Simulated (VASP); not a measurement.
A convergence study with VASP on CuAu (space group no. 123 when undisturbed): one setting is varied, all else stays as given below, so the limit is that of these other settings. One atom is moved off its site, so that forces are finite.

```xyz
2
Lattice="2.8140 0.0000 0.0000 0.0000 2.8140 0.0000 0.0000 0.0000 3.6883" Properties=species:S:1:pos:R:3 pbc="T T T"
Cu     0.0000     0.0000     0.0500
Au     1.4070     1.4070     1.8442
```

These are PBEsol GGA, VASP's PBE PAW potentials (set 64) (plane waves; VASP) values and carry that method's errors. The tightest run used: 720 eV cut-off, 12×12×9 Γ-centred mesh, Fermi-Dirac smearing of 0.10 eV, potentials Cu Au.

| setting | E (eV/atom) | pressure (GPa) | largest force (eV/Å) | plane waves |
|---|---|---|---|---|
| ENCUT = 105 | 119.2572 | -4768.15 | 5.364 | 82 |
| ENCUT = 120 | 56.2883 | -3262.24 | 2.976 | 94 |
| ENCUT = 135 | 23.0758 | -1816.98 | 0.735 | 112 |
| ENCUT = 150 | 7.9589 | -982.69 | 1.549 | 130 |
| ENCUT = 165 | 1.4490 | -546.61 | 0.457 | 152 |
| ENCUT = 180 | -1.6339 | -303.80 | 0.119 | 176 |
| ENCUT = 210 | -3.6725 | -94.31 | 0.294 | 217 |
| ENCUT = 240 | -4.0833 | -29.40 | 0.302 | 260 |

**Question.** These are the cheaper rows. Estimate the results at ENCUT = 720, and how far the last row shown lies from them.

**Answer.** 
| quantity | tightest run | last row shown is off by |
|---|---|---|
| E (eV/atom) | -4.1679 | 0.0846 |
| pressure (GPa) | -3.88 | -25.52 |
| largest force (eV/Å) | 0.312 | -0.010 |

Left out are rungs that failed or repeat a setting and relaxations that didn't move; long series are thinned to 24 rows.

The structure is a typed CuAu crystal (space group no. 123). The cell was not relaxed at this level, it is distorted from the ideal structure.
